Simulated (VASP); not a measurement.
Consider the following.

```
CELL_PARAMETERS angstrom
      4.17224     0.00000     0.00000
     -2.08612     3.61327     0.00000
      0.00000     0.00000     7.31746
ATOMIC_POSITIONS crystal
  Hg 0.00000 0.00000 0.00000
  Hg 0.00000 0.00000 0.50000
  Te 0.33333 0.66667 0.25000
  Te 0.66667 0.33333 0.75000
```

These are PBEsol GGA, VASP's PBE PAW potentials (set 64) (plane waves; VASP) values and carry that method's errors. Run with 400 eV cut-off, Gaussian smearing of 0.050 eV, potentials Hg Te.

Give the energies of bands 8 to 21 at the high-symmetry points, in eV from the Fermi level.

```
band      Γ      M      K      A      L      H
----  -----  -----  -----  -----  -----  -----
8     -6.77  -6.64  -6.56  -6.92  -6.84  -6.76
9     -6.72  -6.51  -6.56  -6.64  -6.50  -6.62
10    -6.72  -6.45  -6.37  -6.64  -6.50  -6.62
11    -6.53  -6.30  -6.37  -6.64  -6.49  -6.16
12    -6.53  -6.10  -6.31  -6.64  -6.49  -6.16
13    -5.59  -4.93  -5.70  -4.50  -5.37  -5.26
14    -1.21  -4.11  -3.38  -4.50  -5.37  -5.26
15    -1.17  -3.41  -2.66  -0.05  -1.41  -3.51
16    -0.59  -3.31  -2.33  -0.05  -1.41  -3.51
17    -0.59  -2.15  -2.33  -0.05  -1.15  -0.24
18     0.45   0.28  -2.10  -0.05  -1.15  -0.24
19     0.45   1.10  -2.10   1.98  -0.29   0.83
20     2.75   1.86   3.75   1.98  -0.29   0.83
21     4.83   2.66   5.67   4.94   4.28   2.84
```

It has no gap at this level: it comes out as a metal or semimetal.

The structure was generated: HgTe was put into the NiAs type type (P6_3/mmc), which need not be its known phase. It was relaxed first, which changed the volume by +15 %.
